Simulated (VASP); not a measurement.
Calculation: PBEsol GGA, VASP's PBE PAW potentials (set 64) (plane waves; VASP 6.6.1).

Input for VASP

**KPOINTS**
```
kpoints
0
gamma
10 10 10
```

File POSCAR:
```
PdSb
1
   -0.0000000000     2.7306680880     2.7306680880
    2.7306680880    -0.0000000000     2.7306680880
    2.7306680880     2.7306680880    -0.0000000000
Pd Sb
1 1
Direct
  0.0000000000   1.0000000000   0.0000000000
  0.5000000000   0.5000000000   0.5000000000
```

### INCAR
```
LCHARG  =  .FALSE.
EDIFFG  =  -0.01   # ionic stop
LASPH  =  .TRUE.   # aspherical one-centre terms
PREC  =  Accurate
GGA  =  PS
IBRION  =  2
EDIFF  =  1E-6   # SCF stop (eV)
LWAVE  =  .FALSE.
ALGO  =  Normal
ISMEAR  =  1   # Methfessel-Paxton
ENCUT  =  400
NELM  =  100   # most electronic steps
LREAL  =  .FALSE.
SIGMA  =  0.1   # width (eV)
LMAXMIX  =  4
NSW  =  60   # most ionic steps
ISIF  =  3   # ions, shape and volume
SYSTEM  =  PdSb
```

POTCAR, in this order: Pd Sb (PBE.64 set). Program: vasp_std.

The run wrote:

OUTCAR:
```
 ion  position               nearest neighbor table
   1  0.000  0.000  0.000-   2 2.73   2 2.73   2 2.73   2 2.73   2 2.73   2 2.73
   2  0.500  0.500  0.500-   1 2.73   1 2.73   1 2.73   1 2.73   1 2.73   1 2.73
  LATTYP: Found a face centered cubic cell.
 ALAT       =     5.4613361760
 Subroutine PRICEL returns:
 Original cell was already a primitive cell.
 Subroutine GETGRP returns: Found 48 space group operations
The static configuration has the point symmetry O_h .
The dynamic configuration has the point symmetry O_h .
 Subroutine INISYM returns: Found 48 space group operations
 Subroutine IBZKPT returns following result:
 Found     47 irreducible k-points:

 Following reciprocal coordinates:
            Coordinates               Weight
  0.000000  0.000000  0.000000      1.000000
  0.100000  0.000000  0.000000      8.000000
  0.200000  0.000000  0.000000      8.000000
  0.300000  0.000000  0.000000      8.000000
  0.400000  0.000000  0.000000      8.000000
  0.500000  0.000000  0.000000      4.000000
  0.100000  0.100000  0.000000      6.000000
  0.200000  0.100000  0.000000     24.000000
  0.300000  0.100000  0.000000     24.000000
  0.400000  0.100000  0.000000     24.000000
  0.500000  0.100000  0.000000     24.000000
 -0.400000  0.100000  0.000000     24.000000
 -0.300000  0.100000  0.000000     24.000000
 -0.200000  0.100000  0.000000     24.000000
 -0.100000  0.100000  0.000000     12.000000
  0.200000  0.200000  0.000000      6.000000
  0.300000  0.200000  0.000000     24.000000
  0.400000  0.200000  0.000000     24.000000
  0.500000  0.200000  0.000000     24.000000
 -0.400000  0.200000  0.000000     24.000000
 -0.300000  0.200000  0.000000     24.000000
 -0.200000  0.200000  0.000000     12.000000
  0.300000  0.300000  0.000000      6.000000
  0.400000  0.300000  0.000000     24.000000
  0.500000  0.300000  0.000000     24.000000
 -0.400000  0.300000  0.000000     24.000000
 -0.300000  0.300000  0.000000     12.000000
  0.400000  0.400000  0.000000      6.000000
  0.500000  0.400000  0.000000     24.000000
 -0.400000  0.400000  0.000000     12.000000
  0.500000  0.500000  0.000000      3.000000
  0.300000  0.200000  0.100000     24.000000
  0.400000  0.200000  0.100000     48.000000
  0.500000  0.200000  0.100000     48.000000
 -0.400000  0.200000  0.100000     24.000000
  0.400000  0.300000  0.100000     24.000000
  0.500000  0.300000  0.100000     48.000000
 -0.400000  0.300000  0.100000     48.000000
 -0.300000  0.300000  0.100000     48.000000
 -0.200000  0.300000  0.100000     24.000000
   k-points           NKPTS =     47   k-points in BZ     NKDIM =     47   number of bands    NBANDS=     11
   number of dos      NEDOS =    301   number of ions     NIONS =      2
   total plane-waves  NPLWV =  21952
   dimension x,y,z NGX =    28 NGY =   28 NGZ =   28
   dimension x,y,z NGXF=    56 NGYF=   56 NGZF=   56
   ions per type =               1   1
   PREC   = accura    normal or accurate (medium, high low for compatibility)
   ISTART =      0    job   : 0-new  1-cont  2-samecut
   ICHARG =      2    charge: 1-file 2-atom 10-const
   ISPIN  =      1    spin polarized calculation?
   LNONCOLLINEAR =      F non collinear calculations
   LSORBIT =      F    spin-orbit coupling
   INIWAV =      1    electr: 0-lowe 1-rand  2-diag
   ENCUT  =  400.0 eV  29.40 Ry    5.42 a.u.   6.30  6.30  6.30*2*pi/ulx,y,z
   NELM   =    100;   NELMIN=  2; NELMDL= -5     # of ELM steps
   EDIFF  = 0.1E-05   stopping-criterion for ELM
   LREAL  =      F    real-space projection
   NLSPLINE    = F    spline interpolate recip. space projectors
   LMAXMIX     =    4 max onsite mixed and CHGCAR
...
```

File OSZICAR:
```
       N       E                     dE             d eps       ncg     rms          rms(c)
DAV:   1     0.611509510533E+02    0.61151E+02   -0.51616E+03  1042   0.893E+02
DAV:   2    -0.919310264209E+01   -0.70344E+02   -0.65110E+02  1161   0.201E+02
DAV:   3    -0.111836895703E+02   -0.19906E+01   -0.19712E+01  1169   0.385E+01
DAV:   4    -0.112020470930E+02   -0.18358E-01   -0.18348E-01  1129   0.401E+00
DAV:   5    -0.112023995046E+02   -0.35241E-03   -0.35240E-03  1190   0.577E-01    0.644E+00
DAV:   6    -0.110711093066E+02    0.13129E+00   -0.10748E+00  1085   0.113E+01    0.308E+00
DAV:   7    -0.110305995183E+02    0.40510E-01   -0.16555E-01  1040   0.471E+00    0.214E+00
DAV:   8    -0.110192008921E+02    0.11399E-01   -0.32463E-02  1110   0.154E+00    0.220E-01
DAV:   9    -0.110188808766E+02    0.32002E-03   -0.74899E-04  1076   0.243E-01    0.180E-01
DAV:  10    -0.110187344564E+02    0.14642E-03   -0.23320E-04  1082   0.101E-01    0.455E-02
DAV:  11    -0.110187092902E+02    0.25166E-04   -0.15226E-04  1073   0.111E-01    0.254E-02
DAV:  12    -0.110187081460E+02    0.11442E-05   -0.78102E-06  1112   0.311E-02    0.134E-02
DAV:  13    -0.110187081389E+02    0.70638E-08   -0.35347E-07   553   0.443E-03
   1 F= -.11018708E+02 E0= -.11018671E+02  d E =-.110187E+02
       N       E                     dE             d eps       ncg     rms          rms(c)
DAV:   1    -0.110203326289E+02   -0.16245E-02   -0.25582E-02  1076   0.188E+00    0.279E-01
DAV:   2    -0.110190098745E+02    0.13228E-02   -0.12979E-02  1055   0.129E+00    0.115E-01
DAV:   3    -0.110187211939E+02    0.28868E-03   -0.11884E-03  1046   0.404E-01    0.381E-02
DAV:   4    -0.110186972861E+02    0.23908E-04   -0.15741E-04  1061   0.735E-02    0.105E-02
DAV:   5    -0.110186947532E+02    0.25328E-05   -0.99413E-06  1073   0.312E-02    0.894E-03
DAV:   6    -0.110186953875E+02   -0.63421E-06   -0.72534E-07   586   0.888E-03
   2 F= -.11018695E+02 E0= -.11018666E+02  d E =0.127515E-04
       N       E                     dE             d eps       ncg     rms          rms(c)
DAV:   1    -0.110192640550E+02   -0.56930E-03   -0.82349E-03  1076   0.107E+00    0.157E-01
DAV:   2    -0.110188419208E+02    0.42213E-03   -0.40969E-03  1049   0.725E-01    0.648E-02
DAV:   3    -0.110187498660E+02    0.92055E-04   -0.37366E-04  1046   0.226E-01    0.217E-02
DAV:   4    -0.110187392315E+02    0.10634E-04   -0.47313E-05  1058   0.406E-02    0.576E-03
DAV:   5    -0.110187386249E+02    0.60664E-06   -0.26765E-06   811   0.163E-02
   3 F= -.11018739E+02 E0= -.11018705E+02  d E =-.304859E-04
```

### OUTCAR
```
------------------------ aborting loop because EDIFF is reached ----------------------------------------
  FORCE on cell =-STRESS in cart. coord.  units (eV):
  Direction    XX          YY          ZZ          XY          YZ          ZX
  --------------------------------------------------------------------------------------
  Total        0.0001942      0.0001942      0.0001942      0.0000000      0.0000000      0.0000000
  in kB        0.0076514      0.0076514      0.0076514      0.0000000      0.0000000      0.0000000
  external PRESSURE =       0.0076514 kB  Pullay stress =       0.0000000 kB
  volume of cell :       40.67
      direct lattice vectors                 reciprocal lattice vectors
     0.000000000  2.729436825  2.729436825    -0.183187973  0.183187973  0.183187973
     2.729436825  0.000000000  2.729436825     0.183187973 -0.183187973  0.183187973
     2.729436825  2.729436825  0.000000000     0.183187973  0.183187973 -0.183187973
 POSITION                                       TOTAL-FORCE (eV/Angst)
 -----------------------------------------------------------------------------------
      0.00000      0.00000      0.00000         0.000000     -0.000000     -0.000000
      2.72944      2.72944      2.72944         0.000000      0.000000      0.000000
 -----------------------------------------------------------------------------------
    total drift:                               -0.000000     -0.000000      0.000000
  FREE ENERGIE OF THE ION-ELECTRON SYSTEM (eV)
  ---------------------------------------------------
  free  energy   TOTEN  =       -11.0187386249 eV

  energy  without entropy=      -11.0186384684  energy(sigma->0) =      -11.01870524

 reached required accuracy - stopping structural energy minimisation
```
(Selected blocks of OUTCAR.)

File CONTCAR:
```
PdSb
   1.00000000000000
     0.0000000000000000    2.7294368247436966    2.7294368247436966
     2.7294368247436966    0.0000000000000000    2.7294368247436966
     2.7294368247436966    2.7294368247436966    0.0000000000000000
  Pd              Sb
     1     1
Direct
     0.0000000000000000    0.0000000000000000    0.0000000000000000
     0.5000000000000000    0.5000000000000000    0.5000000000000000
```

The structure was generated: PdSb was put into the rock salt type (Fm-3m), which need not be its known phase. This run relaxes it. Symmetry was kept, so distortions that lower it aren't found. The start is the result of an earlier pass. The electron count is odd and the run is not spin-polarised, which forces a metal.
